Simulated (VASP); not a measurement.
# Shielding tensors and field gradients of Si3N4, part 2 of 3

What are the shielding tensors of Si3N4? The cell has space group I-43d. The start is a cell from a database of measured crystal structures.

VASP 6.6.1, plane waves and PAW; the level of theory is named at each step.

So far. Step 2 (Ground state): The cell has a gap of 3.94 eV on this mesh and a pressure of -5.9 GPa, which holds the misfit of the given cell and coordinates with this functional, and any error of cutoff, mesh and data sets.

## (3) Shielding tensors

This step: chemical shifts by linear response (GIPAW), LDA; plane waves and PAW (Si, N) (VASP 6.6.1).

LCHIMAG computes the induced currents by linear response. It needs tightly converged orbitals and a cutoff well above the default; LEFG adds the field gradients at no cost.

INCAR

```
SYSTEM = Si3N4
PREC = Accurate
ENCUT = 520
EDIFF = 1E-08
NELM = 100
ISMEAR = 0
SIGMA = 0.01
LREAL = Auto
ALGO = Normal
GGA = CA
NBANDS = 46
LWAVE = .FALSE.
LCHARG = .FALSE.
KPAR = 4
LCHIMAG = .TRUE.
LEFG = .TRUE.
DQ = 0.001
ICHIBARE = 1
LNMR_SYM_RED = .TRUE.
```

POSCAR

```
Si3N4
1.0
   -3.2373500000      3.2373500000      3.2373500000
    3.2373500000     -3.2373500000      3.2373500000
    3.2373500000      3.2373500000     -3.2373500000
Si N
6 8
Direct
    0.3750000000      0.6250000000      0.7500000000
    0.1250000000      0.8750000000      0.2500000000
    0.6250000000      0.7500000000      0.3750000000
    0.7500000000      0.3750000000      0.6250000000
    0.8750000000      0.2500000000      0.1250000000
    0.2500000000      0.1250000000      0.8750000000
    0.5000000000      0.0000000000      0.4372000000
    0.0000000000      0.9372000000      0.5000000000
    0.0628000000      0.0628000000      0.0628000000
    0.9372000000      0.5000000000      0.0000000000
    0.0000000000      0.4372000000      0.5000000000
    0.5000000000      0.0000000000      0.9372000000
    0.4372000000      0.5000000000      0.0000000000
    0.5628000000      0.5628000000      0.5628000000
```

KPOINTS

```
Automatic mesh
0
Gamma
4 4 4
0 0 0
```

The projector-augmented-wave data sets are Si and N (LDA family, release 64).

Launch:

```sh
$ mpirun -np 4 vasp_std
```

Log:

```text
[banner, memory and clock lines left out]
running    4 mpi-ranks, on    1 nodes
 distrk:  each k-point on    1 cores,    4 groups
 distr:  one band on    1 cores,    1 groups

 POSCAR found type information on POSCAR SiN
 POSCAR found :  2 types and      14 ions
 LDA part: xc-table for (Slater(with rela. corr.)+CA(PZ))
 , standard interpolation
 POSCAR, INCAR and KPOINTS ok, starting setup
 FFT: planning ... GRIDC
 FFT: planning ... GRID_SOFT
 FFT: planning ... GRID
 WAVECAR not read
 entering main loop
       N       E                     dE             d eps       ncg     rms          rms(c)
DAV:   1     0.229888490471E+03    0.22989E+03   -0.31307E+04   736   0.129E+03
DAV:   2    -0.124702918936E+03   -0.35459E+03   -0.33336E+03   946   0.255E+02
DAV:   3    -0.142590785566E+03   -0.17888E+02   -0.17764E+02   944   0.590E+01
DAV:   4    -0.142791471030E+03   -0.20069E+00   -0.20019E+00   912   0.680E+00
DAV:   5    -0.142795654037E+03   -0.41830E-02   -0.41801E-02   914   0.897E-01    0.290E+01
DAV:   6    -0.125784294087E+03    0.17011E+02   -0.61104E+01   870   0.303E+01    0.137E+01
DAV:   7    -0.125540591573E+03    0.24370E+00   -0.28890E+00   954   0.621E+00    0.597E+00
DAV:   8    -0.125379816108E+03    0.16078E+00   -0.17198E-01   876   0.198E+00    0.207E+00
DAV:   9    -0.125351613008E+03    0.28203E-01   -0.30529E-02   890   0.815E-01    0.293E-01
DAV:  10    -0.125351853664E+03   -0.24066E-03   -0.21513E-03   890   0.196E-01    0.109E-01
DAV:  11    -0.125351816372E+03    0.37292E-04   -0.24294E-04   882   0.798E-02    0.392E-02
DAV:  12    -0.125351812917E+03    0.34548E-05   -0.93777E-06   882   0.159E-02    0.139E-02
DAV:  13    -0.125351812566E+03    0.35091E-06   -0.18176E-06   906   0.583E-03    0.158E-03
DAV:  14    -0.125351812574E+03   -0.77016E-08   -0.10514E-07   898   0.152E-03    0.132E-03
DAV:  15    -0.125351812572E+03    0.14334E-08   -0.89393E-09   530   0.382E-04
ion   1
     0.0000000     0.0000000    -0.0000000    -0.0130776    -0.0000000    -0.0000000
     0.0000353     0.0000000    -0.0000000    -0.0130776    -0.0000000    -0.0000000
     0.0000487     0.0000000    -0.0000000    -0.0130776    -0.0000000    -0.0000000
     0.0000670     0.0000000    -0.0000000    -0.0130776    -0.0000000    -0.0000000
     0.0000923     0.0000000    -0.0000000    -0.0130776    -0.0000000    -0.0000000

     0.0000000     0.0000000    -0.0000000     0.4692660    -0.0000000    -0.0000000
     0.0000353     0.0000000    -0.0000000     0.4692650    -0.0000000    -0.0000000
     0.0000487     0.0000000    -0.0000000     0.4692645    -0.0000000    -0.0000000
     0.0000670     0.0000000    -0.0000000     0.4692635    -0.0000000    -0.0000000
     0.0000923     0.0000000    -0.0000000     0.4692620    -0.0000000    -0.0000000

ion   2
     0.0000000     0.0000000     0.0000000    -0.0130776     0.0000000    -0.0000000
     0.0000353     0.0000000     0.0000000    -0.0130776     0.0000000    -0.0000000
     0.0000487     0.0000000     0.0000000    -0.0130776     0.0000000    -0.0000000
     0.0000670     0.0000000     0.0000000    -0.0130776     0.0000000    -0.0000000
     0.0000923     0.0000000     0.0000000    -0.0130776     0.0000000    -0.0000000

     0.0000000     0.0000000     0.0000000     0.4692660     0.0000000    -0.0000000
     0.0000353     0.0000000     0.0000000     0.4692650     0.0000000    -0.0000000
     0.0000487     0.0000000     0.0000000     0.4692645     0.0000000    -0.0000000
     0.0000670     0.0000000     0.0000000     0.4692635     0.0000000    -0.0000000
     0.0000923     0.0000000     0.0000000     0.4692620     0.0000000    -0.0000000

ion   3
     0.0000000    -0.0000000     0.0000000     0.0065388     0.0000000     0.0113255
     0.0000353    -0.0000000     0.0000000     0.0065388     0.0000000     0.0113255
     0.0000487    -0.0000000     0.0000000     0.0065388     0.0000000     0.0113255
     0.0000670    -0.0000000     0.0000000     0.0065388     0.0000000     0.0113255
     0.0000923    -0.0000000     0.0000000     0.0065388     0.0000000     0.0113255

     0.0000000    -0.0000000     0.0000000    -0.2346330     0.0000000    -0.4063962
     0.0000353    -0.0000000     0.0000000    -0.2346325     0.0000000    -0.4063954
     0.0000487    -0.0000000     0.0000000    -0.2346322     0.0000000    -0.4063950
     0.0000670    -0.0000000     0.0000000    -0.2346318     0.0000000    -0.4063941
     0.0000923    -0.0000000     0.0000000    -0.2346310     0.0000000    -0.4063928

ion   4
     0.0000000    -0.0000000    -0.0000000     0.0065388    -0.0000000    -0.0113255
     0.0000353    -0.0000000    -0.0000000     0.0065388    -0.0000000    -0.0113255
     0.0000487    -0.0000000    -0.0000000     0.0065388    -0.0000000    -0.0113255
     0.0000670    -0.0000000    -0.0000000     0.0065388    -0.0000000    -0.0113255
     0.0000923    -0.0000000    -0.0000000     0.0065388    -0.0000000    -0.0113255

     0.0000000    -0.0000000    -0.0000000    -0.2346330    -0.0000000     0.4063962
     0.0000353    -0.0000000    -0.0000000    -0.2346325    -0.0000000     0.4063954
     0.0000487    -0.0000000    -0.0000000    -0.2346322    -0.0000000     0.4063950
     0.0000670    -0.0000000    -0.0000000    -0.2346318    -0.0000000     0.4063941
     0.0000923    -0.0000000    -0.0000000    -0.2346310    -0.0000000     0.4063928

ion   5
     0.0000000     0.0000000    -0.0000000     0.0065388    -0.0000000     0.0113255
     0.0000353     0.0000000    -0.0000000     0.0065388    -0.0000000     0.0113255
     0.0000487     0.0000000    -0.0000000     0.0065388    -0.0000000     0.0113255
     0.0000670     0.0000000    -0.0000000     0.0065388    -0.0000000     0.0113255
     0.0000923     0.0000000    -0.0000000     0.0065388    -0.0000000     0.0113255

     0.0000000     0.0000000    -0.0000000    -0.2346330    -0.0000000    -0.4063962
     0.0000353     0.0000000    -0.0000000    -0.2346325    -0.0000000    -0.4063954
     0.0000487     0.0000000    -0.0000000    -0.2346322    -0.0000000    -0.4063950
     0.0000670     0.0000000    -0.0000000    -0.2346318    -0.0000000    -0.4063941
     0.0000923     0.0000000    -0.0000000    -0.2346310    -0.0000000    -0.4063928

ion   6
     0.0000000    -0.0000000     0.0000000     0.0065388    -0.0000000    -0.0113255
     0.0000353    -0.0000000     0.0000000     0.0065388    -0.0000000    -0.0113255
     0.0000487    -0.0000000     0.0000000     0.0065388    -0.0000000    -0.0113255
     0.0000670    -0.0000000     0.0000000     0.0065388    -0.0000000    -0.0113255
     0.0000923    -0.0000000     0.0000000     0.0065388    -0.0000000    -0.0113255

     0.0000000     0.0000000     0.0000000    -0.2346330    -0.0000000     0.4063962
[...]
DAV:   5     0.560011703643E+02   -0.11321E-08   -0.12571E-08   722   0.401E-04
       N       E                     dE             d eps       ncg     rms
RMM:   1    -0.218014807621E+03   -0.21801E+03   -0.43020E+02  1387   0.538E+01
RMM:   2    -0.227211425384E+03   -0.91966E+01   -0.16267E+01  1439   0.993E+00
RMM:   3    -0.227734463309E+03   -0.52304E+00   -0.55902E-01  1431   0.169E+00
RMM:   4    -0.227764696075E+03   -0.30233E-01   -0.69623E-02  1448   0.426E-01
RMM:   5    -0.227767021084E+03   -0.23250E-02   -0.31222E-03  1441   0.984E-02
RMM:   6    -0.227767206314E+03   -0.18523E-03   -0.40322E-04  1427   0.286E-02
RMM:   7    -0.227767226239E+03   -0.19925E-04   -0.29917E-05  1188   0.753E-03
RMM:   8    -0.227767228018E+03   -0.17791E-05   -0.40779E-06  1039   0.229E-03
RMM:   9    -0.227767228180E+03   -0.16243E-06   -0.22074E-07   911   0.647E-04
RMM:  10    -0.227767228195E+03   -0.14510E-07   -0.29260E-08   795   0.281E-04
RMM:  11    -0.227767228196E+03   -0.16566E-08   -0.23262E-09   697   0.186E-04
BDIR= 3  IDIR= 1  IQ=  0
DAV:   1     0.559752291781E+02    0.55975E+02   -0.16525E-09   518   0.167E-04
DAV:   2     0.559752291779E+02   -0.15955E-09   -0.25358E-10   518   0.726E-05
       N       E                     dE             d eps       ncg     rms
RMM:   1    -0.217967538570E+03   -0.21797E+03   -0.42993E+02  1387   0.538E+01
RMM:   2    -0.227115271212E+03   -0.91477E+01   -0.15877E+01  1438   0.992E+00
RMM:   3    -0.227670789288E+03   -0.55552E+00   -0.61858E-01  1431   0.172E+00
RMM:   4    -0.227702088101E+03   -0.31299E-01   -0.69235E-02  1446   0.429E-01
RMM:   5    -0.227704488885E+03   -0.24008E-02   -0.36200E-03  1437   0.100E-01
RMM:   6    -0.227704677568E+03   -0.18868E-03   -0.39622E-04  1426   0.286E-02
RMM:   7    -0.227704697313E+03   -0.19745E-04   -0.30193E-05  1184   0.754E-03
RMM:   8    -0.227704699067E+03   -0.17538E-05   -0.39975E-06  1037   0.228E-03
RMM:   9    -0.227704699227E+03   -0.16005E-06   -0.21795E-07   904   0.642E-04
RMM:  10    -0.227704699241E+03   -0.14333E-07   -0.28905E-08   791   0.279E-04
RMM:  11    -0.227704699243E+03   -0.16335E-08   -0.23000E-09   684   0.185E-04
BDIR= 3  IDIR= 1  IQ=  1
DAV:   1     0.559494574689E+02    0.55949E+02   -0.48670E-02   854   0.889E-01
DAV:   2     0.559491911576E+02   -0.26631E-03   -0.26631E-03   908   0.220E-01
DAV:   3     0.559491881279E+02   -0.30297E-05   -0.30297E-05   938   0.235E-02
DAV:   4     0.559491880881E+02   -0.39803E-07   -0.39890E-07   906   0.276E-03
DAV:   5     0.559491880867E+02   -0.13083E-08   -0.12372E-08   730   0.398E-04
       N       E                     dE             d eps       ncg     rms
RMM:   1    -0.217918810386E+03   -0.21792E+03   -0.42965E+02  1387   0.538E+01
RMM:   2    -0.227053687509E+03   -0.91349E+01   -0.15847E+01  1438   0.992E+00
RMM:   3    -0.227607068378E+03   -0.55338E+00   -0.61557E-01  1431   0.172E+00
RMM:   4    -0.227638165635E+03   -0.31097E-01   -0.68803E-02  1447   0.427E-01
RMM:   5    -0.227640543385E+03   -0.23778E-02   -0.35793E-03  1441   0.999E-02
RMM:   6    -0.227640729857E+03   -0.18647E-03   -0.39149E-04  1426   0.284E-02
RMM:   7    -0.227640749330E+03   -0.19473E-04   -0.29805E-05  1189   0.749E-03
RMM:   8    -0.227640751056E+03   -0.17253E-05   -0.39192E-06  1039   0.226E-03
RMM:   9    -0.227640751213E+03   -0.15778E-06   -0.21534E-07   910   0.637E-04
RMM:  10    -0.227640751228E+03   -0.14163E-07   -0.28569E-08   795   0.277E-04
RMM:  11    -0.227640751229E+03   -0.16112E-08   -0.22725E-09   695   0.184E-04
BDIR= 3  IDIR= 2  IQ= -1
DAV:   1     0.560046520292E+02    0.56005E+02   -0.48750E-02   846   0.889E-01
DAV:   2     0.560043848395E+02   -0.26719E-03   -0.26719E-03   908   0.221E-01
DAV:   3     0.560043818119E+02   -0.30276E-05   -0.30277E-05   932   0.235E-02
DAV:   4     0.560043817745E+02   -0.37384E-07   -0.37440E-07   930   0.272E-03
DAV:   5     0.560043817735E+02   -0.10361E-08   -0.10947E-08   668   0.394E-04
       N       E                     dE             d eps       ncg     rms
RMM:   1    -0.219270144515E+03   -0.21927E+03   -0.43735E+02  1378   0.538E+01
RMM:   2    -0.228530384273E+03   -0.92602E+01   -0.15572E+01  1435   0.980E+00
RMM:   3    -0.229065583320E+03   -0.53520E+00   -0.60546E-01  1434   0.169E+00
RMM:   4    -0.229094594888E+03   -0.29012E-01   -0.61206E-02  1443   0.414E-01
RMM:   5    -0.229096798847E+03   -0.22040E-02   -0.31670E-03  1442   0.963E-02
RMM:   6    -0.229096977612E+03   -0.17876E-03   -0.36548E-04  1425   0.275E-02
RMM:   7    -0.229096996687E+03   -0.19075E-04   -0.27793E-05  1191   0.734E-03
RMM:   8    -0.229096998580E+03   -0.18929E-05   -0.42681E-06  1036   0.232E-03
RMM:   9    -0.229096998752E+03   -0.17187E-06   -0.24609E-07   919   0.650E-04
RMM:  10    -0.229096998768E+03   -0.16329E-07   -0.31196E-08   802   0.283E-04
RMM:  11    -0.229096998770E+03   -0.18491E-08   -0.26084E-09   706   0.187E-04
BDIR= 3  IDIR= 2  IQ=  0
DAV:   1     0.559752291779E+02    0.55975E+02   -0.16522E-09   518   0.167E-04
DAV:   2     0.559752291780E+02    0.39577E-10   -0.25899E-10   518   0.726E-05
       N       E                     dE             d eps       ncg     rms
RMM:   1    -0.219218949450E+03   -0.21922E+03   -0.43705E+02  1378   0.538E+01
RMM:   2    -0.228426434146E+03   -0.92075E+01   -0.15167E+01  1434   0.980E+00
RMM:   3    -0.228993751789E+03   -0.56732E+00   -0.66438E-01  1434   0.172E+00
RMM:   4    -0.229023799442E+03   -0.30048E-01   -0.60770E-02  1442   0.416E-01
RMM:   5    -0.229026077916E+03   -0.22785E-02   -0.36607E-03  1434   0.983E-02
RMM:   6    -0.229026260035E+03   -0.18212E-03   -0.35868E-04  1419   0.275E-02
RMM:   7    -0.229026278914E+03   -0.18879E-04   -0.28008E-05  1182   0.734E-03
RMM:   8    -0.229026280778E+03   -0.18634E-05   -0.41789E-06  1028   0.230E-03
RMM:   9    -0.229026280947E+03   -0.16924E-06   -0.24260E-07   908   0.645E-04
RMM:  10    -0.229026280963E+03   -0.16100E-07   -0.30770E-08   793   0.281E-04
RMM:  11    -0.229026280965E+03   -0.18195E-08   -0.25670E-09   689   0.186E-04
BDIR= 3  IDIR= 2  IQ=  1
DAV:   1     0.559463477140E+02    0.55946E+02   -0.48758E-02   846   0.889E-01
DAV:   2     0.559460804813E+02   -0.26723E-03   -0.26723E-03   908   0.221E-01
DAV:   3     0.559460774550E+02   -0.30264E-05   -0.30266E-05   940   0.235E-02
DAV:   4     0.559460774176E+02   -0.37352E-07   -0.37361E-07   930   0.272E-03
DAV:   5     0.559460774166E+02   -0.10180E-08   -0.10988E-08   676   0.394E-04
       N       E                     dE             d eps       ncg     rms
RMM:   1    -0.219163951862E+03   -0.21916E+03   -0.43674E+02  1378   0.538E+01
RMM:   2    -0.228357058732E+03   -0.91931E+01   -0.15126E+01  1434   0.979E+00
RMM:   3    -0.228922091801E+03   -0.56503E+00   -0.66079E-01  1434   0.172E+00
RMM:   4    -0.228951911060E+03   -0.29819E-01   -0.60300E-02  1442   0.415E-01
RMM:   5    -0.228954165557E+03   -0.22545E-02   -0.36163E-03  1442   0.978E-02
RMM:   6    -0.228954345400E+03   -0.17984E-03   -0.35430E-04  1424   0.273E-02
RMM:   7    -0.228954363996E+03   -0.18596E-04   -0.27567E-05  1191   0.729E-03
RMM:   8    -0.228954365827E+03   -0.18311E-05   -0.40948E-06  1036   0.228E-03
RMM:   9    -0.228954365994E+03   -0.16670E-06   -0.23925E-07   918   0.640E-04
RMM:  10    -0.228954366009E+03   -0.15870E-07   -0.30350E-08   802   0.280E-04
RMM:  11    -0.228954366011E+03   -0.17895E-08   -0.25241E-09   706   0.185E-04
       N       E                     dE             d eps       ncg     rms
RLQ:   1    -0.138297550253E+01   -0.13830E+01   -0.26011E+00  1226   0.410E+00
RLQ:   2    -0.141742565423E+01   -0.34450E-01   -0.63011E-02  1413   0.591E-01
RLQ:   3    -0.142005004706E+01   -0.26244E-02   -0.37363E-03  1443   0.990E-02
RLQ:   4    -0.142016724264E+01   -0.11720E-03   -0.19746E-04  1414   0.225E-02
RLQ:   5    -0.142017589950E+01   -0.86569E-05   -0.21397E-05  1244   0.594E-03
RLQ:   6    -0.142017651466E+01   -0.61516E-06   -0.94369E-07  1050   0.151E-03
RLQ:   7    -0.142017656330E+01   -0.48636E-07   -0.11174E-07   939   0.497E-04
RLQ:   8    -0.142017656796E+01   -0.46602E-08   -0.73201E-09   777   0.216E-04
```

Wall time 19 min (4 MPI ranks of AMD EPYC 7R43, shared host); peak memory 1.4 GiB.

(Continued in part 3 of 3.)

[Lines on the potential files, build, host, timing and source positions are cut from VASP's logs without a mark.]

[Logs are printed without paths, hosts, clocks, repeated set-up lines and the standing remarks that a program may print on its own settings, such as how far it seeks lower states.]

[Hosts, paths, dates, database ids (printed as entryN), source tags and the programs' standing remarks are cut or masked in the printed files.]
